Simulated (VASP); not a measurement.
Level of theory: PBE GGA, VASP's PBE PAW potentials (set 64) (plane waves; VASP).

Input for VASP

INCAR:
```
SYSTEM = HfO2
PREC = Accurate; ENCUT = 520; LREAL = .FALSE.
LASPH = .TRUE.
EDIFF = 1E-6; NELM = 100; ALGO = Normal
LMAXMIX = 6
ISMEAR = 0; SIGMA = 0.05
GGA = PE
IBRION = 2; NSW = 60; ISIF = 3
EDIFFG = -0.01
LWAVE = .FALSE.; LCHARG = .FALSE.
```

### POSCAR
```
HfO2
1
    0.0000000000     2.5400000000     2.5400000000
    2.5400000000     0.0000000000     2.5400000000
    2.5400000000     2.5400000000     0.0000000000
Hf O
1 2
Direct
  0.0000000000   0.0000000000   0.0000000000
  0.2500000000   0.2500000000   0.2500000000
  0.7500000000   0.7500000000   0.7500000000
```

**KPOINTS**
```
Automatic
0
Gamma
  8 8 8
```

POTCAR, in this order: Hf_pv O (PBE.64 set). Program: vasp_std.

Unless said otherwise, spin-orbit coupling is left out, though it shifts the bands of the heavy elements here.

Estimate the energy per atom (σ→0), volume per atom, band gap (on the k-mesh).

- energy per atom (σ→0): -10.083 eV/atom
- band gap (on the k-mesh): 3.80 eV
- volume per atom: 10.88 Å³/atom

**OSZICAR**
```
...
DAV:   1    -0.302530938985E+02   -0.57071E-02   -0.11714E-01   954   0.332E+00    0.106E+00
DAV:   2    -0.302492173284E+02    0.38766E-02   -0.17645E-02   912   0.101E+00    0.318E-01
DAV:   3    -0.302486346183E+02    0.58271E-03   -0.85792E-04  1048   0.260E-01    0.215E-01
DAV:   4    -0.302484955705E+02    0.13905E-03   -0.46295E-04  1094   0.184E-01    0.154E-01
DAV:   5    -0.302484939448E+02    0.16257E-05   -0.10341E-05  1003   0.275E-02    0.115E-01
DAV:   6    -0.302484899248E+02    0.40200E-05   -0.78119E-06  1122   0.171E-02    0.176E-02
DAV:   7    -0.302484898606E+02    0.64273E-07   -0.11043E-06   470   0.741E-03
   3 F= -.30248490E+02 E0= -.30248490E+02  d E =-.518526E-03
```

The compound is HfO2 in the fluorite structure, the high-temperature cubic form, which is unstable at 0 K; the monoclinic form is the stable one. This run relaxes it. Symmetry was kept, so distortions that lower it aren't found.
